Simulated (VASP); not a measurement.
# Tc3Sn (P-6m2) in VASP: reference runs

Reference runs on Tc3Sn: the cell as given and a disturbed copy.

All numbers are computed with VASP 6.6.1; they aren't measurements. Logs are shortened: lines on timing, memory, paths and dates and some standing lists are left out, and cuts for length are marked.

### Step 1. Starting point

The structure is hexagonal, space group P-6m2 (No. 187). Conventional cell: a = 2.942 Å, b = 2.942 Å, c = 8.633 Å, α = 90.00°, β = 90.00°, γ = 120.00°. Around Sn (site symmetry -6m2) lie 6 Tc at 2.83 Å and 6 Sn at 2.94 Å. Tc (site symmetry 3m) is surrounded by 9 Tc at 2.67 to 2.94 Å and 3 Sn at 2.83 Å. Around Tc (site symmetry -6m2) lie 12 Tc at 2.67 to 2.94 Å.

The cell comes from a database or a generator and needn't be the stable form of this composition.

### Step 2. Single point, PBE

INCAR

```
SYSTEM = Tc3Sn
  PREC = Accurate
  ENCUT = 520
  EDIFF = 1E-7
  ISMEAR = -1
  SIGMA = 0.05
  LREAL = .FALSE.
  LASPH = .TRUE.
  NELM = 80
  ALGO = Normal
  ISIF = 2
  LWAVE = .FALSE.
  LCHARG = .FALSE.
  GGA = PE
  NBANDS = 34
```

KPOINTS

```
regular mesh
0
G
  10 10 3
  0 0 0
```

POSCAR

```
Tc3Sn
1.0
    2.9415865702      0.0000000000      0.0000000000
   -1.4707932851      2.5474886972      0.0000000000
    0.0000000000      0.0000000000      8.6334470000
Sn Tc
1 3
Direct
    0.0000000000      0.0000000000      0.0000000000
    0.3333333333      0.6666666667      0.7382180000
    0.3333333333      0.6666666667      0.2617820000
    0.0000000000      0.0000000000      0.5000000000
```

Potentials or basis: VASP PAW PBE potentials, release 64 (Sn_d, Tc_pv).

Command:

```console
> cat potpaw_PBE.64/Sn_d/POTCAR potpaw_PBE.64/Tc_pv/POTCAR > POTCAR
> mpirun -np 1 vasp_std > vasp.out
```

OUTCAR:

```text
SYSTEM = Tc3Sn
   PREC = Accurate
   ENCUT = 520
   EDIFF = 1E-7
   ISMEAR = -1
   LREAL = .FALSE.
   LASPH = .TRUE.
   NELM = 80
   ISIF = 2
   GGA = PE

 ion  position               nearest neighbor table
   1  0.000  0.000  0.000-   2 2.83   3 2.83   2 2.83   3 2.83   2 2.83   3 2.83
   2  0.333  0.667  0.738-   4 2.67   4 2.67   4 2.67   1 2.83   1 2.83   1 2.83
   3  0.333  0.667  0.262-   4 2.67   4 2.67   4 2.67   1 2.83   1 2.83   1 2.83
   4  0.000  0.000  0.500-   2 2.67   3 2.67   2 2.67   3 2.67   2 2.67   3 2.67

  LATTYP: Found a hexagonal cell.
 ALAT       =     2.9415865702
 C/A-ratio  =     2.9349627468

  Lattice vectors:

 A1 = (   2.9415865702,   0.0000000000,   0.0000000000)
 A2 = (  -1.4707932851,   2.5474886972,   0.0000000000)
 A3 = (   0.0000000000,   0.0000000000,   8.6334470000)

Analysis of symmetry for initial positions (statically):
=====================================================================
 Subroutine PRICEL returns:
 Original cell was already a primitive cell.

 Routine SETGRP: Setting up the symmetry group for a
 hexagonal supercell.

 Subroutine GETGRP returns: Found 12 space group operations
 (whereof 12 operations were pure point group operations)
 out of a pool of 24 trial point group operations.

The static configuration has the point symmetry D_3h.

Analysis of symmetry for dynamics (positions and initial velocities):
=====================================================================
 Subroutine PRICEL returns:
 Original cell was already a primitive cell.

 Routine SETGRP: Setting up the symmetry group for a
 hexagonal supercell.

 Subroutine GETGRP returns: Found 12 space group operations
 (whereof 12 operations were pure point group operations)
 out of a pool of 24 trial point group operations.

The dynamic configuration has the point symmetry D_3h.

 Subroutine INISYM returns: Found 12 space group operations
 (whereof 12 operations are pure point group operations),
 and found     1 'primitive' translations

----------------------------------------------------------------------------------------

                                     Primitive cell

  volume of cell :      64.6961

  direct lattice vectors                    reciprocal lattice vectors
     2.941586570  0.000000000  0.000000000     0.339952599  0.196271725  0.000000000
    -1.470793285  2.547488697  0.000000000     0.000000000  0.392543449  0.000000000
     0.000000000  0.000000000  8.633447000     0.000000000  0.000000000  0.115828591

  length of vectors
     2.941586570  2.941586570  8.633447000     0.392543449  0.392543449  0.115828591

  position of ions in fractional coordinates (direct lattice)
     0.000000000  0.000000000  0.000000000
     0.333333333  0.666666667  0.738218000
     0.333333333  0.666666667  0.261782000
     0.000000000  0.000000000  0.500000000

  ion indices of the primitive-cell ions
   primitive index   ion index
                 1           1
                 2           2
                 3           3
                 4           4

----------------------------------------------------------------------------------------

 KPOINTS: regular mesh

Automatic generation of k-mesh.
 Grid dimensions read from file:
 generate k-points for:   10   10    3

 Generating k-lattice:

  Cartesian coordinates                     Fractional coordinates (reciprocal lattice)
     0.033995260  0.019627172  0.000000000     0.100000000  0.000000000  0.000000000
     0.000000000  0.039254345  0.000000000     0.000000000  0.100000000  0.000000000
     0.000000000  0.000000000  0.038609530     0.000000000  0.000000000  0.333333333

  Length of vectors
     0.039254345  0.039254345  0.038609530

  Shift w.r.t. Gamma in fractional coordinates (k-lattice)
     0.000000000  0.000000000  0.000000000

 Subroutine IBZKPT returns following result:
 ===========================================

 Found     28 irreducible k-points:

 Following reciprocal coordinates:
            Coordinates               Weight
  0.000000  0.000000  0.000000      1.000000
  0.100000  0.000000  0.000000      6.000000
  0.200000  0.000000  0.000000      6.000000
  0.300000  0.000000  0.000000      6.000000
  0.400000  0.000000  0.000000      6.000000
  0.500000  0.000000  0.000000      3.000000
[... 16 lines left out ...]
  0.300000  0.100000  0.333333     24.000000
  0.400000  0.100000  0.333333     24.000000
 [... further k-points ...]
   k-points           NKPTS =     28   k-points in BZ     NKDIM =     28   number of bands    NBANDS=     34
   number of dos      NEDOS =    301   number of ions     NIONS =      4
   total plane-waves  NPLWV =  36864
   dimension x,y,z NGX =    24 NGY =   24 NGZ =   64
   dimension x,y,z NGXF=    48 NGYF=   48 NGZF=  128
   ions per type =               1   3
   NGX,Y,Z   is equivalent  to a cutoff of  13.56, 13.56, 12.32 a.u.
   NGXF,Y,Z  is equivalent  to a cutoff of  27.13, 27.13, 24.65 a.u.
 SYSTEM =  Tc3Sn
   PREC   = accura    normal or accurate (medium, high low for compatibility)
   ISTART =      0    job   : 0-new  1-cont  2-samecut
   ICHARG =      2    charge: 1-file 2-atom 10-const
   ISPIN  =      1    spin polarized calculation?
   LNONCOLLINEAR =      F non collinear calculations
   LSORBIT =      F    spin-orbit coupling
   LASPH  =      T    aspherical Exc in radial PAW
   ENCUT  =  520.0 eV  38.22 Ry    6.18 a.u.   5.47  5.47 16.05*2*pi/ulx,y,z
   NELM   =     80;   NELMIN=  2; NELMDL= -5     # of ELM steps
   EDIFF  = 0.1E-06   stopping-criterion for ELM
   LREAL  =      F    real-space projection
   EDIFFG = 0.1E-05   stopping-criterion for IOM
   NSW    =      0    number of steps for IOM
   IBRION =     -1    ionic relax: 0-MD 1-quasi-New 2-CG
   NFREE  =      0    steps in history (QN), initial steepest desc. (CG)
   ISIF   =      2    stress and relaxation
   ISYM   =      2    0-nonsym 1-usesym 2-fastsym
   POTIM  = 0.5000    time-step for ionic-motion
   TEBEG  =    0.0;   TEEND  =   0.0 temperature during run
   PSTRESS=    0.0 pullay stress
   NELECT =      53.0000    total number of electrons
   NUPDOWN=      -1.0000    fix difference up-down
   EMIN   =  10.00;   EMAX   =-10.00  energy-range for DOS
   EFERMI =   0.00;   METHOD = LEGACY
   ISMEAR =    -1;   SIGMA  =   0.05  broadening in eV -4-tet -1-fermi 0-gaus
   EFERMI_NEDOS =   21; number of points for ismear=-14 and -15
   IALGO  =     38    algorithm
   IMIX   =      4    mixing-type and parameters
     AMIX     =   0.40;   BMIX     =  1.00
     AMIX_MAG =   1.60;   BMIX_MAG =  1.00
  volume/ion in A,a.u.               =      16.17       109.15
  Fermi-wavevector in a.u.,A,eV,Ry     =   1.531819  2.894718 31.925649  2.346469
  Thomas-Fermi vector in A             =   2.639111
   LORBIT       =      0    0 simple, 1 ext, 2 COOP (PROOUT), +10 PAW based schemes
   GGA     = PE    functional components
   LHFCALC =     F    Hartree Fock is set to
   AEXX    =    0.0000 exact exchange contribution
   IVDW    =     0    specifies the selected vdW correction
   LEPSILON=     F    determine dielectric tensor
   LRPA    =     F    only Hartree local field effects (RPA)
 non-spin polarized calculation
  energy-cutoff  :      520.00
  volume of cell :       64.70
 maximum number of plane-waves:      1785
 NGX is ok and might be reduce to    24
   NGX = 11   NGY = 11   NGZ = 33

 number of electron      53.0000001 magnetization

 Free energy of the ion-electron system (eV)
  ---------------------------------------------------
  ext. energy  EPLUGINS =         0.00000000
  ---------------------------------------------------
  free energy    TOTEN  =       -34.03786529 eV

  energy without entropy =      -34.01338267  energy(sigma->0) =      -34.02562398

 E-fermi :  12.1313     XC(G=0): -13.0534

 val. band max:       12.1207519618   @ k =   0.1000   0.1000   0.3333
 cond. band min:      12.1325975103   @ k =   0.3000   0.3000   0.3333
 fundamental gap:      0.0118455485
 Fermi energy:        12.1312610909

 k-point     1 :       0.0000    0.0000    0.0000
  band No.  band energies     occupation
      1     -27.1159      2.00000
      2     -26.5921      2.00000
      3     -26.5220      2.00000
      4     -26.5220      2.00000
      5     -26.3557      2.00000
      6     -26.3557      2.00000
[... 26 lines left out ...]
     33      14.1851      0.00000
     34      17.4108      0.00000

 k-point     2 :       0.1000    0.0000    0.0000
  band No.  band energies     occupation
      1     -27.0979      2.00000
      2     -26.6648      2.00000
      3     -26.5388      2.00000
      4     -26.4968      2.00000
      5     -26.4131      2.00000
      6     -26.3667      2.00000
[... 26 lines left out ...]
     33      15.3811      0.00000
     34      17.6315      0.00000

 k-point     3 :       0.2000    0.0000    0.0000
  band No.  band energies     occupation
      1     -27.0555      2.00000
      2     -26.8015      2.00000
      3     -26.5813      2.00000
      4     -26.5308      2.00000
      5     -26.5307      2.00000
      6     -26.3954      2.00000
[... 26 lines left out ...]
     33      17.0357      0.00000
     34      17.0406      0.00000

 k-point     4 :       0.3000    0.0000    0.0000
  band No.  band energies     occupation
      1     -27.0287      2.00000
      2     -26.9517      2.00000
      3     -26.6547      2.00000
      4     -26.6315      2.00000
      5     -26.6186      2.00000
      6     -26.4308      2.00000
[... 26 lines left out ...]
     33      14.7771      0.00000
     34      18.4607      0.00000

 k-point     5 :       0.4000    0.0000    0.0000
  band No.  band energies     occupation
      1     -27.0686      2.00000
      2     -27.0515      2.00000
      3     -26.7651      2.00000
      4     -26.6708      2.00000
      5     -26.6158      2.00000
      6     -26.4592      2.00000
[... 621 lines left out ...]
 k-point    22 :       0.2000    0.1000    0.3333
  band No.  band energies     occupation
      1     -27.0300      2.00000
      2     -26.8855      2.00000
      3     -26.6660      2.00000
      4     -26.5916      2.00000
      5     -26.5636      2.00000
      6     -26.4330      2.00000
[... 26 lines left out ...]
     33      15.8338      0.00000
     34      16.3868      0.00000

 k-point    23 :       0.3000    0.1000    0.3333
  band No.  band energies     occupation
      1     -27.0279      2.00000
      2     -27.0102      2.00000
      3     -26.7509      2.00000
      4     -26.6472      2.00000
      5     -26.6243      2.00000
      6     -26.4750      2.00000
[... 26 lines left out ...]
     33      15.2177      0.00000
     34      16.8340      0.00000

 k-point    24 :       0.4000    0.1000    0.3333
  band No.  band energies     occupation
      1     -27.0870      2.00000
      2     -27.0533      2.00000
      3     -26.8037      2.00000
      4     -26.6981      2.00000
      5     -26.5969      2.00000
      6     -26.5001      2.00000
[... 26 lines left out ...]
     33      16.3742      0.00000
     34      16.7996      0.00000

 [... further k-points ...]

------------------------ aborting loop because EDIFF is reached ----------------------------------------

  FORCE on cell =-STRESS in cart. coord.  units (eV):
  Direction    XX          YY          ZZ          XY          YZ          ZX
  --------------------------------------------------------------------------------------
  -------------------------------------------------------------------------------------
  Total       -0.9064537     -0.9064537     -0.8386677      0.0000000      0.0000000      0.0000000
  in kB      -22.4480212    -22.4480212    -20.7693233      0.0000000      0.0000000      0.0000000
  external PRESSURE =     -21.8884552 kB  Pullay stress =       0.0000000 kB

 VOLUME and BASIS-vectors are now :
 -----------------------------------------------------------------------------
  energy-cutoff  :      520.00
  volume of cell :       64.70
      direct lattice vectors                 reciprocal lattice vectors
     2.941586570  0.000000000  0.000000000     0.339952599  0.196271725  0.000000000
    -1.470793285  2.547488697  0.000000000     0.000000000  0.392543449  0.000000000
     0.000000000  0.000000000  8.633447000     0.000000000  0.000000000  0.115828591

 POSITION                                       TOTAL-FORCE (eV/Angst)
 -----------------------------------------------------------------------------------
      0.00000      0.00000      0.00000         0.000000     -0.000000      0.000000
     -0.00000      1.69833      6.37337        -0.000000      0.000000     -0.112194
     -0.00000      1.69833      2.26008        -0.000000      0.000000      0.112194
      0.00000      0.00000      4.31672         0.000000     -0.000000      0.000000
 -----------------------------------------------------------------------------------
    total drift:                                0.000000     -0.000000     -0.000000

  FREE ENERGIE OF THE ION-ELECTRON SYSTEM (eV)
  ---------------------------------------------------
  free  energy   TOTEN  =       -34.0378652874 eV

  energy  without entropy=      -34.0133826723  energy(sigma->0) =      -34.02562398
```

Wall time 79 s (1 thread of Intel Xeon Platinum 8488C (Sapphire Rapids), shared host); peak memory 0.21 GiB.

What came out:

| Quantity | Value |
| --- | --- |
| Free energy | -34.0379 eV |
| Pressure | -2.2 GPa |
| Largest force | 0.112 eV/Å |
| Band gap on the k mesh | none (metal or under the smearing width) |

Forces on the atoms (eV/Å):
```
Sn   0.000  0.000  0.000
Tc   0.000  0.000 -0.112
Tc   0.000  0.000  0.112
Tc   0.000  0.000  0.000
```

(Continued in part 2 of 2.)
